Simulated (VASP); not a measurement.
Given:

```
CoSi2
1.0
    0.00000     2.65582     2.65582
    2.65582     0.00000     2.65582
    2.65582     2.65582     0.00000
Co Si
1 2
Direct
  0.00000   0.00000   0.00000
  0.25000   0.25000   0.25000
  0.75000   0.75000   0.75000
```

Level of theory: PBEsol GGA, VASP's PBE PAW potentials (set 64) (plane waves; VASP 6.6.1). Run with 480 eV cut-off, 10×10×10 Γ-centred mesh, first-order Methfessel-Paxton smearing of 0.10 eV, potentials Co Si.

Energy and stress use the plane-wave basis of the starting cell.

The ions, cell shape and volume at an external pressure of 10.0 GPa are relaxed. Which structure does the run end with?

```
CoSi2
1.0
    0.00000     2.61587     2.61587
    2.61587     0.00000     2.61587
    2.61587     2.61587     0.00000
Co Si
1 2
Cartesian
  2.61587   0.00000   2.61587
  1.30794   1.30794   1.30794
  3.92381   3.92381   3.92381
```
Space group Fm-3m (225), at a tolerance of 0.03 Å.

How do energy and volume change from the first to the last step?

The energy (σ→0) changes by +16.9 meV/atom and the volume by -4.4 %, in 4 ionic steps.

The compound is CoSi2 in the fluorite structure. This run relaxes it under an external pressure of 10 GPa. Symmetry was kept, so distortions that lower it aren't found. The run is not spin-polarised, so no magnetic state was tried. The electron count is odd and the run is not spin-polarised, which forces a metal.
